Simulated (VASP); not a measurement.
Input:

```xyz
3
Lattice="3.0978 0.0000 0.0000 -1.5489 2.6828 0.0000 0.0000 0.0000 4.8972" Properties=species:S:1:pos:R:3 pbc="T T T"
N      0.0000     0.0000     0.0000
Ta     0.0000     1.7885     1.2524
Ta     1.5489     0.8943     3.6448
```

Calculation: PBE GGA, VASP's PBE PAW potentials (set 64) (plane waves; VASP 6.6.1). Settings: 500 eV cut-off, Gaussian smearing of 0.050 eV, potentials N Ta_pv.

Task: Give the energies of bands 9 to 16 at the high-symmetry points, in eV from the Fermi level.

Result: 
```json
[
 {"band": "9", "Γ": "-6.04", "M": "-6.63", "K": "-7.41", "A": "-6.21", "L": "-6.77", "H": "-7.72"},
 {"band": "10", "Γ": "-6.04", "M": "-6.38", "K": "-6.30", "A": "-6.21", "L": "-6.12", "H": "-6.45"},
 {"band": "11", "Γ": "-5.05", "M": "-4.61", "K": "-3.38", "A": "-3.03", "L": "-3.36", "H": "-2.55"},
 {"band": "12", "Γ": "-0.80", "M": "-2.66", "K": "-2.74", "A": "-2.73", "L": "-2.21", "H": "-1.98"},
 {"band": "13", "Γ": "-0.28", "M": "-1.41", "K": "-2.74", "A": "-1.12", "L": "-2.16", "H": "-1.98"},
 {"band": "14", "Γ": "-0.28", "M": "1.56", "K": "1.24", "A": "-1.12", "L": "-0.43", "H": "0.60"},
 {"band": "15", "Γ": "0.17", "M": "1.92", "K": "1.24", "A": "1.67", "L": "0.68", "H": "0.79"},
 {"band": "16", "Γ": "0.30", "M": "3.74", "K": "2.80", "A": "1.92", "L": "3.35", "H": "0.79"}
]
```

It has no gap at this level: it comes out as a metal or semimetal.

The structure was generated: Ta2N was put into the CdI2 type (P-3m1), which need not be its known phase. It was relaxed first, which changed the volume by +20 %. The electron count is odd and the run is not spin-polarised, which forces a metal.
